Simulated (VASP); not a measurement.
Input of a VASP 6.6.1 run:

File INCAR:

```
SYSTEM = C
  PREC = Accurate
  ENCUT = 520
  EDIFF = 1E-7
  ISMEAR = 0
  SIGMA = 0.02
  LREAL = .False.
  LASPH = .True.
  NELM = 80
  ALGO = Fast
  ISIF = 3
  LWAVE = .False.
  LCHARG = .False.
  GGA = PE
  IBRION = 2
  NSW = 80
  EDIFFG = -0.002
  KPAR = 4
```

The input KPOINTS:

```
regular mesh
0
Gamma
  14 14 14
  0 0 0
```

File POSCAR:

```
C                                       
1.0
   -0.0000000000      1.7867104381      1.7867104381
    1.7867104381     -0.0000000000      1.7867104381
    1.7867104381      1.7867104381      0.0000000000
  C             
     2
Direct
     0.0000000000000000    0.0000000000000000    0.0000000000000000
     0.2500000000000000    0.2500000000000000    0.2500000000000000
```

Potentials or basis: VASP PAW PBE potentials, release 64 (C).

Run with:

```sh
$ cat potpaw_PBE.64/C/POTCAR > POTCAR
$ mpirun -np 4 vasp_std > vasp.out
```

(1) Estimate the band gap on the k mesh.

Results:

(1) 4.12 eV, indirect (least direct gap 5.57 eV).

Caveat: the relaxation stopped at its first step, so nothing moved.
